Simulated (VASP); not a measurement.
Output of a VASP run:

File OUTCAR:
```
 ion  position               nearest neighbor table
   1  0.000  0.000  0.000-   2 2.60   2 2.60   2 2.60   2 2.60   2 2.60   2 2.60   2 2.60   2 2.60
  LATTYP: Found a simple cubic cell.
 ALAT       =     3.0036204247
 Subroutine PRICEL returns:
 Original cell was already a primitive cell.
 Subroutine GETGRP returns: Found 48 space group operations
The static configuration has the point symmetry O_h .
The dynamic configuration has the point symmetry O_h .
 Subroutine INISYM returns: Found 48 space group operations
 Subroutine IBZKPT returns following result:
 Found     84 irreducible k-points:

 Following reciprocal coordinates:
            Coordinates               Weight
  0.000000  0.000000  0.000000      1.000000
  0.083333  0.000000  0.000000      6.000000
  0.166667  0.000000  0.000000      6.000000
  0.250000  0.000000  0.000000      6.000000
  0.333333  0.000000  0.000000      6.000000
  0.416667  0.000000  0.000000      6.000000
  0.500000  0.000000  0.000000      3.000000
  0.083333  0.083333  0.000000     12.000000
  0.166667  0.083333  0.000000     24.000000
  0.250000  0.083333  0.000000     24.000000
  0.333333  0.083333  0.000000     24.000000
  0.416667  0.083333  0.000000     24.000000
  0.500000  0.083333  0.000000     12.000000
  0.166667  0.166667  0.000000     12.000000
  0.250000  0.166667  0.000000     24.000000
  0.333333  0.166667  0.000000     24.000000
  0.416667  0.166667  0.000000     24.000000
  0.500000  0.166667  0.000000     12.000000
  0.250000  0.250000  0.000000     12.000000
  0.333333  0.250000  0.000000     24.000000
  0.416667  0.250000  0.000000     24.000000
  0.500000  0.250000  0.000000     12.000000
  0.333333  0.333333  0.000000     12.000000
  0.416667  0.333333  0.000000     24.000000
  0.500000  0.333333  0.000000     12.000000
  0.416667  0.416667  0.000000     12.000000
  0.500000  0.416667  0.000000     12.000000
  0.500000  0.500000  0.000000      3.000000
  0.083333  0.083333  0.083333      8.000000
  0.166667  0.083333  0.083333     24.000000
  0.250000  0.083333  0.083333     24.000000
  0.333333  0.083333  0.083333     24.000000
  0.416667  0.083333  0.083333     24.000000
  0.500000  0.083333  0.083333     12.000000
  0.166667  0.166667  0.083333     24.000000
  0.250000  0.166667  0.083333     48.000000
  0.333333  0.166667  0.083333     48.000000
  0.416667  0.166667  0.083333     48.000000
  0.500000  0.166667  0.083333     24.000000
  0.250000  0.250000  0.083333     24.000000
   k-points           NKPTS =     84   k-points in BZ     NKDIM =     84   number of bands    NBANDS=     14
   number of dos      NEDOS =    301   number of ions     NIONS =      2
   total plane-waves  NPLWV =  13824
   dimension x,y,z NGX =    24 NGY =   24 NGZ =   24
   dimension x,y,z NGXF=    48 NGYF=   48 NGZF=   48
   ions per type =               1   1
   PREC   = accura    normal or accurate (medium, high low for compatibility)
   ISTART =      0    job   : 0-new  1-cont  2-samecut
   ICHARG =      2    charge: 1-file 2-atom 10-const
   ISPIN  =      1    spin polarized calculation?
   LNONCOLLINEAR =      F non collinear calculations
   LSORBIT =      F    spin-orbit coupling
   INIWAV =      1    electr: 0-lowe 1-rand  2-diag
   ENCUT  =  520.0 eV  38.22 Ry    6.18 a.u.   5.58  5.58  5.58*2*pi/ulx,y,z
   NELM   =    100;   NELMIN=  2; NELMDL= -5     # of ELM steps
   EDIFF  = 0.1E-06   stopping-criterion for ELM
   LREAL  =      F    real-space projection
   NLSPLINE    = F    spline interpolate recip. space projectors
   LMAXMIX     =    4 max onsite mixed and CHGCAR
   VOSKOWN=      0    Vosko Wilk Nusair interpolation
   EDIFFG = 0.1E-05   stopping-criterion for IOM
   NSW    =      0    number of steps for IOM
   NBLOCK =      1;   KBLOCK =      1    inner block; outer block
   IBRION =     -1    ionic relax: 0-MD 1-quasi-New 2-CG
   NFREE  =      0    steps in history (QN), initial steepest desc. (CG)
...
```

### OSZICAR
```
       N       E                     dE             d eps       ncg     rms          rms(c)
DAV:   1     0.200628324384E+03    0.20063E+03   -0.15938E+04  2378   0.307E+03
DAV:   2    -0.353989812679E+01   -0.20417E+03   -0.20047E+03  2760   0.600E+02
DAV:   3    -0.278815155227E+02   -0.24342E+02   -0.24041E+02  4338   0.213E+02
DAV:   4    -0.296889781073E+02   -0.18075E+01   -0.17836E+01  3818   0.572E+01
DAV:   5    -0.298828570231E+02   -0.19388E+00   -0.19313E+00  4248   0.141E+01    0.912E+00
DAV:   6    -0.305650385550E+02   -0.68218E+00   -0.70350E+01  2360   0.850E+01    0.106E+01
DAV:   7    -0.309985481419E+02   -0.43351E+00   -0.36054E+00  3202   0.305E+01    0.889E+00
DAV:   8    -0.308860820881E+02    0.11247E+00   -0.32158E-01  3568   0.786E+00    0.792E+00
DAV:   9    -0.289467269124E+02    0.19394E+01   -0.59620E+00  2882   0.296E+01    0.430E+00
DAV:  10    -0.304071284393E+02   -0.14604E+01   -0.39880E+00  3634   0.242E+01    0.201E+00
DAV:  11    -0.304053450452E+02    0.17834E-02   -0.82942E-01  3210   0.105E+01    0.137E+00
DAV:  12    -0.303649040498E+02    0.40441E-01   -0.23627E-01  3026   0.323E+00    0.115E+00
DAV:  13    -0.304046185908E+02   -0.39715E-01   -0.13635E-01  3148   0.366E+00    0.669E-01
DAV:  14    -0.304016833691E+02    0.29352E-02   -0.19812E-02  2770   0.180E+00    0.360E-01
DAV:  15    -0.304013094361E+02    0.37393E-03   -0.12485E-02  2766   0.114E+00    0.995E-02
DAV:  16    -0.304018040166E+02   -0.49458E-03   -0.15369E-03  3038   0.485E-01    0.690E-02
DAV:  17    -0.304017375019E+02    0.66515E-04   -0.42154E-04  3402   0.202E-01    0.332E-02
DAV:  18    -0.304017444206E+02   -0.69187E-05   -0.22456E-05  2708   0.684E-02    0.207E-02
DAV:  19    -0.304017438430E+02    0.57758E-06   -0.59589E-06  3346   0.300E-02    0.724E-03
DAV:  20    -0.304017463119E+02   -0.24689E-05   -0.31315E-06  2870   0.285E-02    0.606E-03
DAV:  21    -0.304017474162E+02   -0.11043E-05   -0.11257E-06  2988   0.129E-02    0.289E-03
DAV:  22    -0.304017472994E+02    0.11679E-06   -0.29431E-07  2072   0.520E-03    0.124E-03
DAV:  23    -0.304017472611E+02    0.38332E-07   -0.14837E-07  1750   0.341E-03
   1 F= -.30401747E+02 E0= -.30401274E+02  d E =-.141935E-02
```

**OUTCAR**
```
------------------------ aborting loop because EDIFF is reached ----------------------------------------
  FORCE on cell =-STRESS in cart. coord.  units (eV):
  Direction    XX          YY          ZZ          XY          YZ          ZX
  --------------------------------------------------------------------------------------
  Total       -1.6933544     -1.6933544     -1.6933544     -0.0000000     -0.0000000     -0.0000000
  in kB     -100.1205689   -100.1205689   -100.1205689     -0.0000000     -0.0000000     -0.0000000
  external PRESSURE =    -100.1205689 kB  Pullay stress =       0.0000000 kB
  volume of cell :       27.10
      direct lattice vectors                 reciprocal lattice vectors
     3.003620425  0.000000000  0.000000000     0.332931549  0.000000000  0.000000000
     0.000000000  3.003620425  0.000000000     0.000000000  0.332931549  0.000000000
     0.000000000  0.000000000  3.003620425     0.000000000  0.000000000  0.332931549
 POSITION                                       TOTAL-FORCE (eV/Angst)
 -----------------------------------------------------------------------------------
      0.00000      0.00000      0.00000         0.000000      0.000000      0.000000
      1.50181      1.50181      1.50181         0.000000      0.000000      0.000000
 -----------------------------------------------------------------------------------
    total drift:                               -0.000000      0.000000     -0.000000
  FREE ENERGIE OF THE ION-ELECTRON SYSTEM (eV)
  ---------------------------------------------------
  free  energy   TOTEN  =       -30.4017472611 eV

  energy  without entropy=      -30.4003279068  energy(sigma->0) =      -30.40127414
```
(Selected blocks of OUTCAR.)

**POSCAR**
```
TiCo
1
    3.0036204247     0.0000000000     0.0000000000
    0.0000000000     3.0036204247     0.0000000000
    0.0000000000     0.0000000000     3.0036204247
Ti Co
1 1
Direct
  0.0000000000   0.0000000000   0.0000000000
  0.5000000000   0.5000000000   0.5000000000
```

Task: Write an INCAR and KPOINTS that could have produced this output.

Result: One answer among several that fit: the input of the run itself, TPSS meta-GGA, plane waves, VASP's PBE PAW potentials (set 64).

INCAR:
```
METAGGA=TPSS
LREAL=.False.
LASPH=.True.
LMAXMIX=4   # l cut-off of mixed one-centre charges
ISIF=2
ISMEAR=1   # Methfessel-Paxton
PREC=Accurate
ENCUT=520   # plane-wave cut-off (eV)
EDIFF=1E-7   # SCF stop (eV)
SYSTEM=TiCo
SIGMA=0.1   # width (eV)
ALGO=Normal
LCHARG=.False.
LWAVE=.False.
NELM=100
LMIXTAU=.True.
```

File KPOINTS:
```
kpoints
0
Gamma
  12 12 12
```

POTCAR, in this order: Ti_sv Co (PBE.64 set). Program: vasp_std.

The compound is TiCo in the CsCl type structure. This cell is one point of a volume scan, at 1.06 of the reference volume. The run is not spin-polarised, so no magnetic state was tried. The electron count is odd and the run is not spin-polarised, which forces a metal.
